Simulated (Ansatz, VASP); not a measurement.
# ScF3: VASP beside Ansatz

```
Sc F
1.0
     4.33345    0.00000    0.00000
     0.00000    4.33345    0.00000
     0.00000    0.00000    3.85195
Sc F
1 3
Direct
  0.00000 0.00000 0.00000
  0.50000 0.00000 0.00000
  0.00000 0.50000 0.00000
  0.00000 0.00000 0.50000
```

Change from the starting cell: strain +0.080 along x and y, -0.040 along z, atoms carried along.

Alike in both runs: task single point; functional LDA; k mesh 6 × 6 × 6; occupations gaussian, width 0.05 eV; no spin polarisation.

|  | VASP | Ansatz |
| --- | --- | --- |
| version | VASP 6.6.1 | Ansatz 0.2.0 |
| potentials or method | VASP PAW LDA potentials, release 64 (Sc_sv, F) | scalar-relativistic, plane waves, PAW |
| plane-wave cutoff (eV) | 520 | 420 |
| valence electrons in the cell | 32 | 32 |

|  | VASP | Ansatz | Ansatz less VASP |
| --- | --- | --- | --- |
| gap on the k mesh at the Fermi level (eV) | 5.18 | 5.20 | +0.021 |
| least direct gap on the mesh (eV) | 5.55 | 5.57 | +0.022 |
| pressure (GPa) | -8.4 | -8.8 | -0.44 |
| largest component of the traceless stress (GPa) | 14.96 | 14.50 | -0.460 |

A k mesh can miss the band edges.
